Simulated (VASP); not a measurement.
Method: PBE GGA, VASP's PBE PAW potentials (set 64) (plane waves; VASP).

VASP ran on this input.

**INCAR**
```
SIGMA = 0.1
ALGO = Normal   ! blocked Davidson
ISMEAR = 1   ! Methfessel-Paxton
SYSTEM = Zr
PREC = Accurate
ENCUT = 480   ! plane-wave cut-off (eV)
LREAL = F   ! projection in real space or not
LCHARG = F
LMAXMIX = 4   ! l cut-off of mixed one-centre charges
ISIF = 3
EDIFF = 1E-6   ! SCF stop (eV)
LASPH = T   ! aspherical one-centre terms
GGA = PE   ! PBE
IBRION = 2
EDIFFG = -0.01
NSW = 60
NELM = 100
LWAVE = F
```

**KPOINTS**
```
Regular mesh
0
Gamma
  12 12 7
0 0 0
```

File POSCAR:
```
Zr
1.0
  3.2300000000   0.0000000000   0.0000000000
 -1.6150000000   2.7972620000   0.0000000000
  0.0000000000   0.0000000000   5.1500000000
Zr
2
Cartesian
  1.6150016150   0.9324197342   3.8625000000
 -0.0000016150   1.8648422658   1.2875000000
```

POTCAR, in this order: Zr_sv (PBE.64 set). Program: vasp_std.

Output

File OSZICAR:
```
       N       E                     dE             d eps       ncg     rms          rms(c)
DAV:   1     0.206151381481E+03    0.20615E+03   -0.13152E+04  2432   0.140E+03
DAV:   2    -0.390828325403E+01   -0.21006E+03   -0.20824E+03  3088   0.404E+02
DAV:   3    -0.175128041490E+02   -0.13605E+02   -0.13504E+02  4648   0.745E+01
DAV:   4    -0.177422958064E+02   -0.22949E+00   -0.22948E+00  2696   0.112E+01
DAV:   5    -0.177479442388E+02   -0.56484E-02   -0.56484E-02  3872   0.122E+00    0.143E+01
DAV:   6    -0.171469535580E+02    0.60099E+00   -0.96237E-01  2520   0.869E+00    0.564E+00
DAV:   7    -0.170303861183E+02    0.11657E+00   -0.63237E-01  3568   0.611E+00    0.113E+00
DAV:   8    -0.170361768515E+02   -0.57907E-02   -0.38380E-02  3184   0.167E+00    0.296E-01
DAV:   9    -0.170364416411E+02   -0.26479E-03   -0.19650E-03  3000   0.476E-01    0.359E-02
DAV:  10    -0.170363979190E+02    0.43722E-04   -0.50814E-05  3568   0.488E-02    0.226E-02
DAV:  11    -0.170363984296E+02   -0.51060E-06   -0.10945E-05  2712   0.424E-02    0.369E-03
DAV:  12    -0.170363983800E+02    0.49658E-07   -0.31494E-07  1920   0.450E-03
   1 F= -.17036398E+02 E0= -.17036002E+02  d E =-.170364E+02
       N       E                     dE             d eps       ncg     rms          rms(c)
DAV:   1    -0.170701638523E+02   -0.33765E-01   -0.11691E+00  2944   0.114E+01    0.167E+00
DAV:   2    -0.170408536662E+02    0.29310E-01   -0.94948E-02  2912   0.298E+00    0.554E-01
DAV:   3    -0.170351136926E+02    0.57400E-02   -0.39304E-02  3608   0.150E+00    0.330E-01
DAV:   4    -0.170359930051E+02   -0.87931E-03   -0.24087E-03  3160   0.309E-01    0.131E-01
DAV:   5    -0.170366213577E+02   -0.62835E-03   -0.18470E-03  3664   0.254E-01    0.624E-02
DAV:   6    -0.170366353428E+02   -0.13985E-04   -0.84646E-05  3096   0.757E-02    0.138E-02
DAV:   7    -0.170366347291E+02    0.61365E-06   -0.32227E-06  2360   0.185E-02
   2 F= -.17036635E+02 E0= -.17036251E+02  d E =-.236349E-03
       N       E                     dE             d eps       ncg     rms          rms(c)
DAV:   1    -0.170440468721E+02   -0.74115E-02   -0.24179E-01  2936   0.518E+00    0.771E-01
DAV:   2    -0.170379301211E+02    0.61168E-02   -0.19074E-02  2800   0.134E+00    0.251E-01
DAV:   3    -0.170367436788E+02    0.11864E-02   -0.82207E-03  3576   0.677E-01    0.152E-01
DAV:   4    -0.170369507323E+02   -0.20705E-03   -0.49016E-04  3136   0.138E-01    0.606E-02
DAV:   5    -0.170371058336E+02   -0.15510E-03   -0.41593E-04  3648   0.120E-01    0.259E-02
DAV:   6    -0.170371122825E+02   -0.64489E-05   -0.17183E-05  3056   0.341E-02    0.700E-03
DAV:   7    -0.170371138990E+02   -0.16165E-05   -0.59872E-07  1664   0.937E-03    0.735E-04
DAV:   8    -0.170371143370E+02   -0.43795E-06   -0.14022E-07  1440   0.443E-03
   3 F= -.17037114E+02 E0= -.17036726E+02  d E =-.715957E-03
       N       E                     dE             d eps       ncg     rms          rms(c)
DAV:   1    -0.170371181598E+02   -0.42608E-05   -0.13715E-04  3008   0.123E-01    0.183E-02
DAV:   2    -0.170371153149E+02    0.28449E-05   -0.10856E-05  2888   0.318E-02    0.596E-03
DAV:   3    -0.170371148551E+02    0.45975E-06   -0.43249E-06  2408   0.160E-02
   4 F= -.17037115E+02 E0= -.17036726E+02  d E =-.716475E-03
       N       E                     dE             d eps       ncg     rms          rms(c)
DAV:   1    -0.170378463012E+02   -0.73099E-03   -0.38724E-02  2432   0.188E+00    0.154E-01
DAV:   2    -0.170373546004E+02    0.49170E-03   -0.12966E-03  2744   0.296E-01    0.692E-02
DAV:   3    -0.170372170659E+02    0.13753E-03   -0.56832E-04  3272   0.177E-01    0.205E-02
DAV:   4    -0.170372215262E+02   -0.44603E-05   -0.15447E-05  3176   0.324E-02    0.857E-03
DAV:   5    -0.170372235693E+02   -0.20431E-05   -0.30952E-06  2464   0.128E-02    0.235E-03
DAV:   6    -0.170372237286E+02   -0.15930E-06   -0.22325E-07  1432   0.478E-03
   5 F= -.17037224E+02 E0= -.17036878E+02  d E =-.108874E-03
       N       E                     dE             d eps       ncg     rms          rms(c)
DAV:   1    -0.170375991520E+02   -0.37558E-03   -0.21853E-02  2432   0.141E+00    0.115E-01
DAV:   2    -0.170373210305E+02    0.27812E-03   -0.73031E-04  2744   0.222E-01    0.517E-02
DAV:   3    -0.170372437476E+02    0.77283E-04   -0.32190E-04  3272   0.133E-01    0.158E-02
DAV:   4    -0.170372467774E+02   -0.30298E-05   -0.91372E-06  3104   0.247E-02    0.664E-03
DAV:   5    -0.170372482439E+02   -0.14665E-05   -0.17297E-06  1808   0.102E-02    0.160E-03
DAV:   6    -0.170372483467E+02   -0.10280E-06   -0.24874E-07  1400   0.444E-03
   6 F= -.17037248E+02 E0= -.17036938E+02  d E =-.133492E-03
```

### OUTCAR
```
------------------------ aborting loop because EDIFF is reached ----------------------------------------
  FORCE on cell =-STRESS in cart. coord.  units (eV):
  Direction    XX          YY          ZZ          XY          YZ          ZX
  --------------------------------------------------------------------------------------
  Total       -0.0033116     -0.0033116     -0.0042056      0.0000000      0.0000000      0.0000000
  in kB       -0.1133415     -0.1133415     -0.1439381      0.0000000      0.0000000      0.0000000
  external PRESSURE =      -0.1235404 kB  Pullay stress =       0.0000000 kB
  volume of cell :       46.81
      direct lattice vectors                 reciprocal lattice vectors
     3.229823530 -0.000000000  0.000000000     0.309614439  0.178755983 -0.000000000
    -1.614911765  2.797109172 -0.000000000     0.000000000  0.357511966 -0.000000000
    -0.000000000  0.000000000  5.181718337     0.000000000  0.000000000  0.192986175
 POSITION                                       TOTAL-FORCE (eV/Angst)
 -----------------------------------------------------------------------------------
      1.61491      0.93237      3.88629        -0.000000     -0.000000      0.000000
     -0.00000      1.86474      1.29543         0.000000      0.000000      0.000000
 -----------------------------------------------------------------------------------
    total drift:                                0.000464     -0.000268      0.000671
  FREE ENERGIE OF THE ION-ELECTRON SYSTEM (eV)
  ---------------------------------------------------
  free  energy   TOTEN  =       -17.0372483467 eV

  energy  without entropy=      -17.0363178026  energy(sigma->0) =      -17.03693817

 reached required accuracy - stopping structural energy minimisation
```
(Selected blocks of OUTCAR.)

**CONTCAR**
```
Zr
   1.00000000000000
     3.2298235295406283   -0.0000000000000000    0.0000000000000000
    -1.6149117647703142    2.7971091721090167   -0.0000000000000000
    -0.0000000000000000    0.0000000000000000    5.1817183366056527
  Zr
     2
Direct
     0.6666669999999968    0.3333330000000032    0.7500000000000000
     0.3333330000000032    0.6666669999999968    0.2500000000000000
```

The compound is Zr in the hcp structure. This run relaxes it. Symmetry was kept, so distortions that lower it aren't found.
